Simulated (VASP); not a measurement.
# GeB2C2 (P-3m1) in VASP: relaxation of cell and atoms with PBE

Aim: the relaxation of cell and atoms of GeB2C2 with PBE.

All numbers are computed with VASP 6.6.1; they aren't measurements. Logs are shortened: lines on timing, memory, paths and dates and some standing lists are left out, and cuts for length are marked.

**1. The structure**

Symmetry: P-3m1, No. 164, trigonal system. The conventional cell has a = 2.720 Å, b = 2.720 Å, c = 8.300 Å, α = 90.00°, β = 90.00°, γ = 120.00°. Ge (site symmetry -3m) has 6 Ge at 2.72 Å and 6 B at 2.87 Å and 6 C at 2.87 Å as nearest neighbours. Around B (site symmetry 3m) lie 3 C at 1.57 Å. C (site symmetry 3m) is surrounded by 3 B at 1.57 Å.

The cell was built by a generator and needn't be a form met in nature.

**2. Relaxation of cell and atoms, PBE**

INCAR reads:

```
  ALGO = Fast
  EDIFF = 1E-4
  EDIFFG = -0.08
  ENCUT = 520
  GGA = PE
  IBRION = 2
  ISIF = 3
  ISMEAR = 0
  LASPH = T
  LCHARG = F
  LREAL = F
  LWAVE = F
  NELM = 60
  NSW = 24
  PREC = Normal
  SIGMA = 0.15
```

KPOINTS reads:

```
k-points
0
Gamma
  7 7 2
```

POSCAR reads:

```
GeB2C2
1.0
    2.7200000000      0.0000000000      0.0000000000
   -1.3600000000      2.3555891000      0.0000000000
    0.0000000000      0.0000000000      8.3000000000
Ge B C
1 2 2
Direct
    0.0000000000      0.0000000000      0.0000000000
    0.6666666700      0.3333333300      0.7100000000
    0.3333333300      0.6666666700      0.2900000000
    0.3333333300      0.6666666700      0.7100000000
    0.6666666700      0.3333333300      0.2900000000
```

Potentials or basis: VASP PAW PBE potentials, release 64 (Ge_d, B, C).

Command:

```
$ cat potpaw_PBE.64/Ge_d/POTCAR potpaw_PBE.64/B/POTCAR potpaw_PBE.64/C/POTCAR > POTCAR
$ mpirun -np 1 vasp_std > vasp.out
```

OUTCAR:

```text
EDIFF = 1E-4
   EDIFFG = -0.08
   ENCUT = 520
   GGA = PE
   IBRION = 2
   ISIF = 3
   ISMEAR = 0
   LASPH = T
   LREAL = F
   NELM = 60
   NSW = 24
   PREC = Normal

 ion  position               nearest neighbor table
   1  0.000  0.000  0.000-
   2  0.667  0.333  0.710-   4 1.57   4 1.57   4 1.57
   3  0.333  0.667  0.290-   5 1.57   5 1.57   5 1.57
   4  0.333  0.667  0.710-   2 1.57   2 1.57   2 1.57
   5  0.667  0.333  0.290-   3 1.57   3 1.57   3 1.57

  LATTYP: Found a hexagonal cell.
 ALAT       =     2.7200000000
 C/A-ratio  =     3.0514705882

  Lattice vectors:

 A1 = (   2.7200000000,   0.0000000000,   0.0000000000)
 A2 = (  -1.3600000000,   2.3555891000,   0.0000000000)
 A3 = (   0.0000000000,   0.0000000000,   8.3000000000)

Analysis of symmetry for initial positions (statically):
=====================================================================
 Subroutine PRICEL returns:
 Original cell was already a primitive cell.

 Routine SETGRP: Setting up the symmetry group for a
 hexagonal supercell.

 Subroutine GETGRP returns: Found 12 space group operations
 (whereof 12 operations were pure point group operations)
 out of a pool of 24 trial point group operations.

The static configuration has the point symmetry D_3d.

Analysis of symmetry for dynamics (positions and initial velocities):
=====================================================================
 Subroutine PRICEL returns:
 Original cell was already a primitive cell.

 Routine SETGRP: Setting up the symmetry group for a
 hexagonal supercell.

 Subroutine GETGRP returns: Found 12 space group operations
 (whereof 12 operations were pure point group operations)
 out of a pool of 24 trial point group operations.

The dynamic configuration has the point symmetry D_3d.

 Subroutine INISYM returns: Found 12 space group operations
 (whereof 12 operations are pure point group operations),
 and found     1 'primitive' translations

----------------------------------------------------------------------------------------

                                     Primitive cell

  volume of cell :      53.1798

  direct lattice vectors                    reciprocal lattice vectors
     2.720000000  0.000000000  0.000000000     0.367647059  0.212261128  0.000000000
    -1.360000000  2.355589100  0.000000000     0.000000000  0.424522256  0.000000000
     0.000000000  0.000000000  8.300000000     0.000000000  0.000000000  0.120481928

  length of vectors
[... 72 lines left out ...]
   ICHARG =      2    charge: 1-file 2-atom 10-const
   ISPIN  =      1    spin polarized calculation?
   LNONCOLLINEAR =      F non collinear calculations
   LSORBIT =      F    spin-orbit coupling
   LASPH  =      T    aspherical Exc in radial PAW
   ENCUT  =  520.0 eV  38.22 Ry    6.18 a.u.   5.06  5.06 15.43*2*pi/ulx,y,z
   NELM   =     60;   NELMIN=  2; NELMDL= -5     # of ELM steps
   EDIFF  = 0.1E-03   stopping-criterion for ELM
   LREAL  =      F    real-space projection
   EDIFFG = -.8E-01   stopping-criterion for IOM
   NSW    =     24    number of steps for IOM
   IBRION =      2    ionic relax: 0-MD 1-quasi-New 2-CG
   NFREE  =      1    steps in history (QN), initial steepest desc. (CG)
   ISIF   =      3    stress and relaxation
   ISYM   =      2    0-nonsym 1-usesym 2-fastsym
   POTIM  = 0.5000    time-step for ionic-motion
   TEBEG  =    0.0;   TEEND  =   0.0 temperature during run
   PSTRESS=    0.0 pullay stress
   NELECT =      28.0000    total number of electrons
   NUPDOWN=      -1.0000    fix difference up-down
   EMIN   =  10.00;   EMAX   =-10.00  energy-range for DOS
   EFERMI =   0.00;   METHOD = LEGACY
   ISMEAR =     0;   SIGMA  =   0.15  broadening in eV -4-tet -1-fermi 0-gaus
   EFERMI_NEDOS =   21; number of points for ismear=-14 and -15
   IALGO  =     68    algorithm
   IMIX   =      4    mixing-type and parameters
     AMIX     =   0.40;   BMIX     =  1.00
     AMIX_MAG =   1.60;   BMIX_MAG =  1.00
  volume/ion in A,a.u.               =      10.64        71.77
  Fermi-wavevector in a.u.,A,eV,Ry     =   1.321941  2.498106 23.776554  1.747527
  Thomas-Fermi vector in A             =   2.451658
   LORBIT       =      0    0 simple, 1 ext, 2 COOP (PROOUT), +10 PAW based schemes
   GGA     = PE    functional components
   LHFCALC =     F    Hartree Fock is set to
   AEXX    =    0.0000 exact exchange contribution
   IVDW    =     0    specifies the selected vdW correction
   LEPSILON=     F    determine dielectric tensor
   LRPA    =     F    only Hartree local field effects (RPA)
 conjugate gradient relaxation of ions
 non-spin polarized calculation
 RMM-DIIS sequential band-by-band and
 Gauss-broadening in eV      SIGMA  =   0.15
  energy-cutoff  :      520.00
  volume of cell :       53.18
 maximum number of plane-waves:      1447
   NGX = 11   NGY = 11   NGZ = 31

--------------------------------------- Ionic step        1  -------------------------------------------

 number of electron      27.9999997 magnetization

 Free energy of the ion-electron system (eV)
  ---------------------------------------------------
  ext. energy  EPLUGINS =         0.00000000
  ---------------------------------------------------
  free energy    TOTEN  =       -34.04987065 eV

  energy without entropy =      -34.03497797  energy(sigma->0) =      -34.04242431

------------------------ aborting loop because EDIFF is reached ----------------------------------------

  FORCE on cell =-STRESS in cart. coord.  units (eV):
  Direction    XX          YY          ZZ          XY          YZ          ZX
  --------------------------------------------------------------------------------------
  -------------------------------------------------------------------------------------
  Total        2.2671692      2.2671692     -1.0954083      0.0000000      0.0000000     -0.0000000
  in kB       68.3042913     68.3042914    -33.0019865      0.0000000      0.0000000     -0.0000000
  external PRESSURE =      34.5355321 kB  Pullay stress =       0.0000000 kB
[... 143 lines left out ...]
--------------------------------------- Ionic step        5  -------------------------------------------

 number of electron      27.9999991 magnetization

 Free energy of the ion-electron system (eV)
  ---------------------------------------------------
  ext. energy  EPLUGINS =         0.00000000
  ---------------------------------------------------
  free energy    TOTEN  =       -34.09365769 eV

  energy without entropy =      -34.07702245  energy(sigma->0) =      -34.08534007

 E-fermi :   4.6183     XC(G=0): -10.8475

 val. band max:        4.3008394153   @ k =   0.2857   0.2857   0.5000
 cond. band min:       4.6195760584   @ k =   0.2857   0.1429   0.0000
 fundamental gap:      0.3187366432
 Fermi energy:         4.6183008135

 k-point     1 :       0.0000    0.0000    0.0000
  band No.  band energies     occupation
      1     -20.3289      2.00000
      2     -20.2257      2.00000
      3     -20.2257      2.00000
      4     -20.1686      2.00000
      5     -20.1686      2.00000
      6     -10.1217      2.00000
[... 357 lines left out ...]
  FREE ENERGIE OF THE ION-ELECTRON SYSTEM (eV)
  ---------------------------------------------------
  free  energy   TOTEN  =       -34.0936576948 eV

  energy  without entropy=      -34.0770224522  energy(sigma->0) =      -34.08534007

 reached required accuracy - stopping structural energy minimisation
```

OSZICAR:

```text
N       E                     dE             d eps       ncg     rms          rms(c)
DAV:   1     0.202725834071E+03    0.20273E+03   -0.14242E+04   616   0.311E+03
DAV:   2    -0.109149813985E+02   -0.21364E+03   -0.20585E+03   640   0.597E+02
DAV:   3    -0.381616061768E+02   -0.27247E+02   -0.25806E+02   676   0.141E+02
DAV:   4    -0.393241486604E+02   -0.11625E+01   -0.11592E+01   756   0.283E+01
[... 34 lines left out ...]
       N       E                     dE             d eps       ncg     rms          rms(c)
DAV:   1    -0.340956672035E+02   -0.34558E-02   -0.61739E-02   696   0.320E+00    0.249E-01
RMM:   2    -0.340941843253E+02    0.14829E-02   -0.24267E-03   690   0.571E-01    0.139E-01
RMM:   3    -0.340936923399E+02    0.49199E-03   -0.93362E-04   677   0.304E-01    0.412E-02
RMM:   4    -0.340936576948E+02    0.34645E-04   -0.28620E-04   431   0.136E-01
   5 F= -.34093658E+02 E0= -.34085340E+02  d E =-.107972E-01
```

Run time: 17 s. Hardware: 1 thread of AMD EPYC 9R45 (Zen 5), shared host; peak memory 0.11 GiB.

Results:

* Free energy: -34.0937 eV
* Relaxed volume: 10.68 Å³/atom
* Relaxed cell: a = 2.748 Å, b = 2.748 Å, c = 8.164 Å, α = 90.00°, β = 90.00°, γ = 120.00°
* Space group after relaxing (to 0.05 Å): P-3m1 (No. 164)
* Energy gained by relaxing: 8.8 meV/atom
* Ionic steps: 5
* Pressure after relaxing: 0.3 GPa
* Largest force after relaxing: 0.067 eV/Å
* Band gap on the k mesh: none (metal or under the smearing width)

Forces on the atoms (eV/Å):
```
Ge   0.000  0.000  0.000
B    0.000  0.000  0.067
B    0.000  0.000 -0.067
C    0.000  0.000 -0.009
C    0.000  0.000  0.009
```

Stress tensor (GPa, compression positive):
```
 0.85  0.00  0.00
 0.00  0.85  0.00
 0.00  0.00 -0.81
```

Step by step:
| step | energy change (eV) | largest force (eV/Å) | pressure (GPa) | volume (Å³) |
| --- | --- | --- | --- | --- |
| 1 | 0.0000 | 0.3223 | 3.45 | 53.18 |
| 2 | -0.0094 | 0.0834 | -6.04 | 54.94 |
| 3 | -0.0330 | 0.1686 | -1.48 | 54.13 |
| 4 | -0.0423 | 0.0411 | -0.46 | 53.55 |
| 5 | -0.0438 | 0.0674 | 0.30 | 53.40 |

Final structure:
```yaml
crystal:
  lattice:
    - [2.74818, 0.00000, 0.00000]
    - [-1.37409, 2.37999, 0.00000]
    - [0.00000, 0.00000, 8.16387]
  atoms:
    - { symbol: Ge, position: [0.00000, 0.00000, 0.00000] }
    - { symbol: B, position: [0.66667, 0.33333, 0.70882] }
    - { symbol: B, position: [0.33333, 0.66667, 0.29118] }
    - { symbol: C, position: [0.33333, 0.66667, 0.71232] }
    - { symbol: C, position: [0.66667, 0.33333, 0.28768] }
```

Levels at points of the mesh, in eV from the Fermi level:
```tsv
k point	band 10	band 11	band 12	band 13	band 14	band 15	band 16	band 17	band 18
(0.00, 0.00, 0.00)	-3.54	0.22	0.22	0.25	0.25	3.19	8.09	9.12	9.15
(0.00, 0.00, 0.50)	-2.24	0.22	0.22	0.25	0.25	1.90	9.15	9.18	9.38
```

Caveat: the k mesh is coarse (spacing up to 0.38 Å⁻¹), so the values aren't converged; this functional lacks dispersion, which binds the layers, so the pressure and a relaxed spacing across them are unreliable; the relaxation stopped at a loose force limit of 0.08 eV/Å, so its end isn't a converged minimum.
